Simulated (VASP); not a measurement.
Computed with PBE GGA, VASP's PBE PAW potentials (set 64) (plane waves; VASP 6.6.1).

VASP input:

POSCAR:
```
Ta
2.9545540
  1.0000000000   0.0000000000   0.0000000000
 -0.5000000000   0.8660254644   0.0000000000
  0.0000000000   0.0000000000   1.6235939502
Ta
2
Cart
  0.0026000000   0.5762862530   0.4057686000
  0.4974000000   0.2897392114   1.2178253502
```

### INCAR
```
ALGO  =  Normal
EDIFF  =  1E-6
ENCUT  =  300
GGA  =  PE
ISIF  =  2
ISMEAR  =  -1
LASPH  =  T
LCHARG  =  F
LMAXMIX  =  6
LREAL  =  F
LWAVE  =  F
NELM  =  100
PREC  =  Accurate
SIGMA  =  0.05
SYSTEM  =  Ta
```

File KPOINTS:
```
Automatic mesh
0
gamma
  7 7 4
```

File KPOINTS_OPT:
```
k-points along high-symmetry lines
8
Line-mode
Reciprocal
  0.000000   0.000000   0.000000 ! GAMMA
  0.000000  -0.500000   0.000000 ! X

  0.000000   0.000000   0.500000 ! Y
  0.000000   0.000000   0.000000 ! GAMMA

  0.000000   0.000000   0.000000 ! GAMMA
 -0.500000   0.000000   0.000000 ! Z

 -0.500000   0.500000  -0.500000 ! R_2
  0.000000   0.000000   0.000000 ! GAMMA

  0.000000   0.000000   0.000000 ! GAMMA
 -0.500000   0.000000  -0.500000 ! T_2

 -0.500000   0.500000   0.000000 ! U_2
  0.000000   0.000000   0.000000 ! GAMMA

  0.000000   0.000000   0.000000 ! GAMMA
  0.000000  -0.500000  -0.500000 ! V_2
```

POTCAR, in this order: Ta_pv (PBE.64 set). Program: vasp_std.

At this cut-off the stress carries a Pulay error, which pulls relaxed volumes low. Unless said otherwise, spin-orbit coupling is left out, though it shifts the bands of the heavy elements here.

### Question
What does the run give for the energy per atom (σ→0), pressure, largest force, band gap (over mesh and band path)?

### Answer

| Quantity | Value |
|---|---|
| energy per atom (σ→0) | -11.466 eV/atom |
| band gap (over mesh and band path) | none (metal, semimetal or under 0.01 eV) |
| pressure | 6.52 GPa |
| largest force | 0.057 eV/Å |

OSZICAR:
```
...
DAV:   6    -0.231753249561E+02    0.70727E+00   -0.77812E-01  3292   0.902E+00    0.973E+00
DAV:   7    -0.229478442338E+02    0.22748E+00   -0.73178E-01  3593   0.822E+00    0.498E-01
DAV:   8    -0.229447190257E+02    0.31252E-02   -0.13977E-02  3733   0.117E+00    0.183E-01
DAV:   9    -0.229446880368E+02    0.30989E-04   -0.29082E-04  3768   0.156E-01    0.489E-02
DAV:  10    -0.229446770555E+02    0.10981E-04   -0.30655E-05  3859   0.559E-02    0.115E-02
DAV:  11    -0.229446764153E+02    0.64027E-06   -0.27415E-06  3170   0.166E-02
   1 F= -.22944676E+02 E0= -.22932498E+02  d E =-.243573E-01
       N       E                     dE             ncg
```

The structure was generated: Ta was put into an ordered model structure, which need not be its known phase. The cell was not relaxed at this level, atoms are displaced from their ideal sites. The k-mesh is coarse (spacing up to 0.35 per Å, 2π included), so the numbers may not be converged in it.
